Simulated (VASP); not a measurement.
A convergence study with VASP on LiF (rock salt): one setting is varied, all else stays as given below, so the limit is that of these other settings.

```
CELL_PARAMETERS angstrom
      0.00000     2.01500     2.01500
      2.01500     0.00000     2.01500
      2.01500     2.01500     0.00000
ATOMIC_POSITIONS crystal
  Li 0.00000 0.00000 0.00000
  F  0.50000 0.50000 0.50000
```

The numbers are results of PBE GGA, VASP's PBE PAW potentials (set 64) (plane waves; VASP), not measurements. The tightest run used: 700 eV cut-off, 17×17×17 Monkhorst-Pack mesh, Gaussian smearing of 0.050 eV, potentials Li_sv F.

The reference is 17×17×17 mesh, which took about 30 core-seconds. Costs are core time on shared hosts, one run each; read them as rough ratios.

Task: Of the settings 1×1×1 mesh; 2×2×2 mesh; 3×3×3 mesh; 4×4×4 mesh; 5×5×5 mesh; 6×6×6 mesh; 7×7×7 mesh; 8×8×8 mesh; 9×9×9 mesh; 10×10×10 mesh; 11×11×11 mesh; 12×12×12 mesh; 13×13×13 mesh; 14×14×14 mesh; 15×15×15 mesh; 16×16×16 mesh; 17×17×17 mesh, which is the lowest that keeps the difference from the reference in the stress, largest component (GPa) within 0.5 from there on, and what does it cost?

Result: 2×2×2 mesh; its cost over the reference is about 1/4.
| setting | difference in the stress, largest component (GPa) | cost over the reference |
|---|---|---|
| 1×1×1 mesh | 77.85 | about 1/5 |
| 2×2×2 mesh | 0.13 | about 1/4 |
| 3×3×3 mesh | 0.40 | about 1/4 |
| 4×4×4 mesh | 0.02 | about 1/4 |
| 5×5×5 mesh | 0.02 | about 1/4 |
| 6×6×6 mesh | 0.02 | about 1/3 |
| 7×7×7 mesh | 0.00 | about 1/3 |
| 8×8×8 mesh | 0.02 | about 1/2 |
| 9×9×9 mesh | 0.00 | about 1/3 |
| 10×10×10 mesh | 0.03 | within a factor of 2 |
| 11×11×11 mesh | 0.00 | within a factor of 2 |
| 12×12×12 mesh | 0.02 | within a factor of 2 |
| 13×13×13 mesh | 0.00 | within a factor of 2 |
| 14×14×14 mesh | 0.02 | within a factor of 2 |
| 15×15×15 mesh | 0.00 | within a factor of 2 |
| 16×16×16 mesh | 0.03 | about 2 times |
| 17×17×17 mesh | 0.00 | reference |

Left out are rungs that failed or repeat a setting and relaxations that didn't move; long series are thinned to 24 rows.

The compound is LiF in the rock salt structure. The cell was not relaxed at this level.
